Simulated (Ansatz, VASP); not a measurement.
**Two plane-wave programs on GaF**

INCAR

```
ALGO = Normal
EDIFF = 1E-7
ENCUT = 520
GGA = PE
ISIF = 2
ISMEAR = -1
LASPH = T
LCHARG = F
LREAL = F
LWAVE = F
NBANDS = 17
NELM = 100
PREC = Accurate
SIGMA = 0.05
```

File KPOINTS:

```
k-points
0
Gamma
  8 8 8
```

File POSCAR:

```
GaF
1.0
    0.0000000000      2.8836948215      2.8836948215
    2.8836948215      0.0000000000      2.8836948215
    2.8836948215      2.8836948215      0.0000000000
Ga F
1 1
Direct
    0.2500000000      0.2500000000      0.2500000000
    0.0000000000      0.0000000000      0.0000000000
```

input.yaml

```yaml
crystal:
  lattice:
    - [0.0, 2.8836948215, 2.8836948215]
    - [2.8836948215, 0.0, 2.8836948215]
    - [2.8836948215, 2.8836948215, 0.0]
  atoms:
    - { symbol: Ga, position: [0.25, 0.25, 0.25] }
    - { symbol: F, position: [0.0, 0.0, 0.0] }
hamiltonian:
  xc: pbe
  pseudopotentials: { kind: paw }
kpoints:
  mp_grid: { grid: [8, 8, 8] }
scf:
  occupations: { method: fermi_dirac, width: 0.05 }
output:
  forces: true
  stress: true
  eigenvalues: true
```

The cell was built by a generator and needn't be a form met in nature.

Alike in both runs: task single point; functional PBE; k mesh 8 × 8 × 8; occupations fermi-dirac, width 0.05 eV; no spin polarisation.

```csv
,VASP,Ansatz
version,VASP 6.6.1,Ansatz 0.2.0
potentials or method,"VASP PAW PBE potentials, release 64 (Ga_d, F)",Ansatz PAW
plane-wave cutoff (eV),520,420
valence electrons in the cell,20,20
```

|  | VASP | Ansatz | Ansatz less VASP |
| --- | --- | --- | --- |
| gap on the k mesh at the Fermi level (eV) | 2.42 | 2.42 | +0.005 |
| least direct gap on the mesh (eV) | 2.43 | 2.44 | +0.004 |
| pressure (GPa) | -1.0 | -0.9 | +0.09 |

A k mesh can miss the band edges. PBE gaps usually lie below the measured ones, often by a third to a half.
